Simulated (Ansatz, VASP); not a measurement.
# Co (Cobalt) in two plane-wave programs, part 2 of 2

One calculation is typed for both programs; each brings its own data sets. How far apart do they land? The cell is taken from a series of runs on this material, whose earlier steps may have relaxed, scaled, displaced or heated it; both programs get it as it stands.

VASP 6.6.1 and Ansatz 0.2.0.

So far: The structure; Ansatz: relaxation of cell and atoms, r2SCAN.

In doubt: warnings of the run leave room for a lower electronic state (step 2), so energies may not be the lowest and differences between runs may mislead.

### 3. VASP: relaxation of cell and atoms, r2SCAN

Level of this step: r2SCAN, spin-polarised from an antiferromagnetic start; plane waves and PAW (Co) (VASP).

The same cell, functional, mesh and smearing now go to VASP, with its own data sets.

Lines of VASP's logs that name or quote its potential files are left out, and so is its time.

Input file INCAR:

```
SYSTEM = Co
PREC = Accurate
ENCUT = 660
EDIFF = 1E-07
NELM = 200
ISMEAR = 0
SIGMA = 0.1
LREAL = .FALSE.
ALGO = Normal
METAGGA = R2SCAN
LASPH = .TRUE.
NBANDS = 16
ISPIN = 2
MAGMOM = 1.91 -1.91
LMAXMIX = 4
LORBIT = 11
LWAVE = .FALSE.
LCHARG = .FALSE.
ISIF = 3
IBRION = 2
NSW = 80
EDIFFG = -0.005
GGA_COMPAT = .FALSE.
NELMIN = 4
LMIXTAU = .TRUE.
KPAR = 2
```

Input file POSCAR:

```
Co
1.0
    2.5074000000      0.0000000000      0.0000000000
   -1.2537000000      2.1714720000      0.0000000000
    0.0000000000      0.0000000000      4.0699000000
Co
2
Direct
    0.3333333333      0.6666666667      0.2500000000
    0.6666666667      0.3333333333      0.7500000000
```

Input file KPOINTS:

```
Automatic mesh
0
Gamma
18 18 10
0 0 0
```

Potentials, in the order of the species: Co (PBE family, release 64).

The run is started by

```sh
> mpirun -np 2 vasp_std
```

Numbers of over 12 decimals in the logs are rounded to 6 here.

The program printed:

```text
[banner, memory and clock lines left out]
running    2 mpi-ranks, on    1 nodes
 distrk:  each k-point on    1 cores,    2 groups
 distr:  one band on    1 cores,    1 groups

 POSCAR found type information on POSCAR Co
 POSCAR found :  1 types and       2 ions
|                                                                             |
|               ----> ADVICE to this user running VASP <----                  |
|                                                                             |
|     You enforced a specific xc type in the INCAR file but a different       |
|     [... a line on the potential file left out ...]
|     I HOPE YOU KNOW WHAT YOU ARE DOING!                                     |
|                                                                             |

 LDA part: xc-table for (None), standard interpolation
 POSCAR, INCAR and KPOINTS ok, starting setup
 FFT: planning ... GRIDC
 FFT: planning ... GRID_SOFT
 FFT: planning ... GRID
 WAVECAR not read
 entering main loop
       N       E                     dE             d eps       ncg     rms          rms(c)
DAV:   1     0.754684483682E+02    0.75468E+02   -0.10227E+04 14408   0.188E+03
DAV:   2    -0.284193350665E+02   -0.10389E+03   -0.96000E+02 14256   0.269E+02
DAV:   3    -0.313111377857E+02   -0.28918E+01   -0.28286E+01 17024   0.629E+01
DAV:   4    -0.313591663573E+02   -0.48029E-01   -0.48014E-01 20752   0.603E+00
DAV:   5    -0.313595018850E+02   -0.33553E-03   -0.33552E-03 17504   0.539E-01    0.169E+01
DAV:   6    -0.266914032161E+02    0.46681E+01   -0.22234E+01 15872   0.103E+02    0.121E+01
DAV:   7    -0.257280389649E+02    0.96336E+00   -0.34548E+00 16760   0.366E+01    0.463E+00
DAV:   8    -0.257797901045E+02   -0.51751E-01   -0.15564E-01 20200   0.460E+00    0.208E+00
DAV:   9    -0.258003950673E+02   -0.20605E-01   -0.12535E-01 21264   0.435E+00    0.105E+00
DAV:  10    -0.258057619221E+02   -0.53669E-02   -0.36961E-02 22040   0.334E+00    0.316E-01
DAV:  11    -0.258069472549E+02   -0.11853E-02   -0.60647E-03 21184   0.183E+00    0.131E-01
DAV:  12    -0.258076443318E+02   -0.69708E-03   -0.73554E-04 21328   0.555E-01    0.803E-02
DAV:  13    -0.258076574455E+02   -0.13114E-04   -0.11972E-04 21072   0.168E-01    0.511E-02
DAV:  14    -0.258076598191E+02   -0.23737E-05   -0.29450E-05 20072   0.860E-02    0.127E-02
DAV:  15    -0.258076605556E+02   -0.73648E-06   -0.73662E-06 20056   0.613E-02    0.437E-03
DAV:  16    -0.258076616448E+02   -0.10892E-05   -0.56790E-07 15160   0.872E-03    0.223E-03
DAV:  17    -0.258076619849E+02   -0.34007E-06   -0.68841E-08  8544   0.422E-03    0.559E-04
DAV:  18    -0.258076616684E+02    0.31646E-06   -0.18356E-08  7664   0.161E-03    0.131E-04
DAV:  19    -0.258076617276E+02   -0.59116E-07   -0.45378E-09  7584   0.796E-04
   1 F= -.25807662E+02 E0= -.25803912E+02  d E =-.258077E+02  mag=     0.0000
[... from here on, the cycles between the ionic steps are left out ...]
   2 F= -.25924780E+02 E0= -.25921526E+02  d E =-.117119E+00  mag=    -0.0000
   3 F= -.25926875E+02 E0= -.25923633E+02  d E =-.119213E+00  mag=    -0.0000
   4 F= -.25933742E+02 E0= -.25930559E+02  d E =-.686690E-02  mag=    -0.0000
   5 F= -.25936742E+02 E0= -.25933560E+02  d E =-.986678E-02  mag=     0.0000
   6 F= -.25936738E+02 E0= -.25933555E+02  d E =-.986302E-02  mag=    -0.0000
   7 F= -.25936752E+02 E0= -.25933569E+02  d E =-.136286E-04  mag=     0.0000
   8 F= -.25936751E+02 E0= -.25933569E+02  d E =-.133400E-04  mag=     0.0000
 curvature:  -0.38 expect dE=-0.257E-05 dE for cont linesearch -0.241E-07
 trial: gam= 0.25076 g(F)=  0.952E-47 g(S)=  0.671E-05 ort =-0.123E-05 (trialstep = 0.908E+00)
 search vector abs. value=  0.759E-05
 bond charge predicted
       N       E                     dE             d eps       ncg     rms          rms(c)
DAV:   1    -0.259368364953E+02   -0.85023E-04   -0.92357E-04 14928   0.550E-01    0.727E-02
DAV:   2    -0.259367675372E+02    0.68958E-04   -0.31888E-04 15912   0.396E-01    0.526E-02
DAV:   3    -0.259367544842E+02    0.13053E-04   -0.29847E-05 15616   0.127E-01    0.202E-02
DAV:   4    -0.259367539789E+02    0.50532E-06   -0.13534E-06 18152   0.195E-02    0.703E-03
DAV:   5    -0.259367536728E+02    0.30609E-06   -0.79428E-07 19856   0.137E-02    0.276E-03
DAV:   6    -0.259367540956E+02   -0.42276E-06   -0.94902E-08  7800   0.465E-03    0.949E-04
DAV:   7    -0.259367542702E+02   -0.17461E-06   -0.35026E-08  7248   0.219E-03    0.189E-04
DAV:   8    -0.259367542957E+02   -0.25536E-07   -0.43829E-09  7184   0.800E-04
   9 F= -.25936754E+02 E0= -.25933573E+02  d E =-.286909E-05  mag=    -0.0000
 trial-energy change:   -0.000003  1 .order   -0.000001   -0.000006    0.000003
 step:   0.7311(harm=  0.5798)  dis= 0.00000  next Energy=   -25.936755 (dE=-0.318E-05)
 reached required accuracy - stopping structural energy minimisation
```

Parts of OUTCAR (step 3):

```text
ion  position               nearest neighbor table
   1  0.333  0.667  0.250-   2 2.50   2 2.50   2 2.50   2 2.50   2 2.50   2 2.50
   2  0.667  0.333  0.750-   1 2.50   1 2.50   1 2.50   1 2.50   1 2.50   1 2.50

  LATTYP: Found a hexagonal cell.
 ALAT       =     2.5074000000
 C/A-ratio  =     1.6231554598

 Subroutine GETGRP returns: Found 24 space group operations
 (whereof 12 operations were pure point group operations)

The static configuration has the point symmetry D_3d.
 The point group associated with its full space group is D_6h.

 Found    222 irreducible k-points:

   k-points           NKPTS =    222   k-points in BZ     NKDIM =    222   number of bands    NBANDS=     16

   dimension x,y,z NGX =    24 NGY =   24 NGZ =   36
   dimension x,y,z NGXF=    48 NGYF=   48 NGZF=   72

   ENCUT  =  660.0 eV  48.51 Ry    6.96 a.u.   5.25  5.25  8.53*2*pi/ulx,y,z

   NELECT =      18.0000    total number of electrons

 k-points in reciprocal lattice and weights: Automatic mesh
   0.00000000  0.00000000  0.00000000       0.000
   0.05555556  0.00000000  0.00000000       0.002
   0.11111111  0.00000000  0.00000000       0.002
   0.16666667  0.00000000  0.00000000       0.002
   0.22222222  0.00000000  0.00000000       0.002
   0.27777778  0.00000000  0.00000000       0.002
   0.33333333  0.00000000  0.00000000       0.002
   0.38888889 -0.00000000  0.00000000       0.002
   0.44444444  0.00000000  0.00000000       0.002
[...]
0.33333333  0.27777778  0.50000000       0.004
   0.33333333  0.33333333  0.50000000       0.001

 average (electrostatic) potential at core
       1 -83.5391       2 -83.5391

 E-fermi :   9.9922

 spin component 1
 k-point     1 :       0.0000    0.0000    0.0000
  band No.  band energies     occupation
    ...
      6       7.5667      1.00000
      7       7.5667      1.00000
      8       8.4530      1.00000
      9       9.1842      1.00000
     10       9.1842      1.00000
     11      11.3976      0.00000
     12      11.3976      0.00000
     13      15.1361      0.00000
     14      32.7134      0.00000
     15      33.6528      0.00000
    ...

 k-point     2 :       0.0556    0.0000    0.0000
  band No.  band energies     occupation
    ...
      6       7.3078      1.00000
      7       7.5520      1.00000
      8       8.6416      1.00000
      9       9.1339      1.00000
     10       9.2440      1.00000
     11      11.3881      0.00000
     12      11.5269      0.00000
     13      15.1521      0.00000
     14      32.8559      0.00000
     15      32.9125      0.00000
    ...

 k-point     3 :       0.1111    0.0000    0.0000
  band No.  band energies     occupation
    ...
      6       7.3566      1.00000
      7       7.5100      1.00000
      8       8.8729      1.00000
      9       8.9990      1.00000
     10       9.4189      1.00000
     11      11.3611      0.00000
     12      11.9377      0.00000
     13      15.2052      0.00000
     14      30.6709      0.00000
     15      33.2537      0.00000
    ...

 k-point     4 :       0.1667    0.0000    0.0000
  band No.  band energies     occupation
    ...
      6       7.4459      1.00000
      7       7.5347      1.00000
      8       8.8325      1.00000
      9       8.9485      1.00000
     10       9.6946      0.99999
     11      11.3200      0.00000
     12      12.6353      0.00000
     13      15.3104      0.00000
     14      27.9520      0.00000
     15      32.4493      0.00000
    ...

 k-point     5 :       0.2222    0.0000    0.0000
  band No.  band energies     occupation
    ...
      5       7.3678      1.00000
      6       7.6237      1.00000
      7       7.6936      1.00000
      8       8.7496      1.00000
      9       8.8905      1.00000
     10      10.0471      0.21885
     11      11.2702      0.00000
     12      13.5659      0.00000
     13      15.4889      0.00000
     14      25.2551      0.00000
    ...

 k-point     6 :       0.2778    0.0000    0.0000
  band No.  band energies     occupation
    ...
      5       7.2852      1.00000
      6       7.7336      1.00000
      7       7.9666      1.00000
      8       8.7628      1.00000
      9       8.9164      1.00000
     10      10.4419      0.00000
     11      11.2178      0.00000
     12      14.6675      0.00000
     13      15.7484      0.00000
     14      22.7351      0.00000
    ...

  Total       -0.0034793     -0.0034793     -0.0070265      0.0000000      0.0000000      0.0000000
  in kB       -0.2500506     -0.2500506     -0.5049820      0.0000000      0.0000000      0.0000000
  external PRESSURE =      -0.3350277 kB  Pullay stress =       0.0000000 kB

  energy-cutoff  :      660.00
  volume of cell :       22.29
      direct lattice vectors                 reciprocal lattice vectors
     2.433195284 -0.000000000 -0.000000000     0.410982220  0.237280705 -0.000000000
    -1.216597642  2.107208840  0.000000000     0.000000000  0.474561411 -0.000000000
     0.000000000  0.000000000  4.348007014     0.000000000 -0.000000000  0.229990429

 POSITION                                       TOTAL-FORCE (eV/Angst)
 -----------------------------------------------------------------------------------
     -0.00000      1.40481      1.08700         0.000000      0.000000      0.000000
      1.21660      0.70240      3.26101        -0.000000     -0.000000     -0.000000
 -----------------------------------------------------------------------------------
    total drift:                                0.000000     -0.000000     -0.000000

  FREE ENERGIE OF THE ION-ELECTRON SYSTEM (eV)
  ---------------------------------------------------
  free  energy   TOTEN  =       -25.9367542957 eV

  energy  without entropy=      -25.9303910049  energy(sigma->0) =      -25.93357265

 reached required accuracy - stopping structural energy minimisation

 total charge
# of ion       s       p       d       tot
------------------------------------------
    1        0.508   0.558   7.188   8.254
    2        0.508   0.558   7.188   8.254
--------------------------------------------------
tot          1.015   1.116  14.377  16.508

 magnetization (x)
# of ion       s       p       d       tot
------------------------------------------
    1       -0.002  -0.001   1.883   1.880
    2        0.002   0.001  -1.883  -1.880
--------------------------------------------------
tot          0.000   0.000   0.000   0.000

[... 1 further part left out ...]
```

CONTCAR:

```
Co
   1.00000000000000
     2.4331952840868665   -0.0000000000000000   -0.0000000000000000
    -1.2165976420434332    2.1072088397404776    0.0000000000000000
     0.0000000000000000    0.0000000000000000    4.3480070142145637
  Co
     2
Direct
     0.3333333332999970    0.6666666667000030    0.2500000000000000
     0.6666666667000030    0.3333333332999970    0.7500000000000000
```

The magnetic state follows from one typed start and may not be the lowest. SCAN-type functionals tend to overstate the moments of itinerant magnets.

### 4. Differences

Known differences besides the potentials themselves: VASP starts from the moments at which Ansatz ended; VASP keeps PBE cores, Ansatz makes them for the functional; the data sets hold 34 valence electrons in Ansatz (on its default PAW (the set named soft_2) files) and 18 in VASP; the cutoff is 500 eV in Ansatz and 660 eV in VASP; Ansatz adds a Pulay correction to the stress that steers its cell, VASP none; site moments are counted in spheres of each program's own size. Total energies have different zeros and are not compared.

Both answers:

| quantity | Ansatz | VASP | difference |
| --- | --- | --- | --- |
| volume (Å³) | 22.30 | 22.29 | +0.03 % |
| edge a after relaxation, in the typed setting (Å) | 2.434 | 2.433 | +0.05 % |
| edge c after relaxation, in the typed setting (Å) | 4.346 | 4.348 | -0.05 % |
| moment on Co1 (μB) | 1.91 | 1.88 | +0.03 |
| moment on Co2 (μB) | -1.91 | -1.88 | -0.03 |

### 5. Results

```json
{
 "difference in edge c after relaxation, in the typed setting (relaxation of cell and atoms, r2SCAN)": "-0.053 %"
}
```

In words: The difference in edge c after relaxation, in the typed setting is -0.053 % (relaxation of cell and atoms, r2SCAN), within the 1.2 % picked in this series as the mark of a large difference, as far as the stopping tolerances let one tell. The data sets hold unlike numbers of valence electrons (34 in Ansatz and 18 in VASP), so part of the differences comes from the potentials. How closely two codes agree says nothing of how well the functional describes the real material.

[Lines on the potential files, build, host, timing and source positions are cut from VASP's logs without a mark.]

[Logs are printed without paths, hosts, clocks, repeated set-up lines and the standing remarks that a program may print on its own settings, such as how far it seeks lower states.]

[Hosts, paths, dates, database ids (printed as entryN), source tags and the programs' standing remarks are cut or masked in the printed files.]
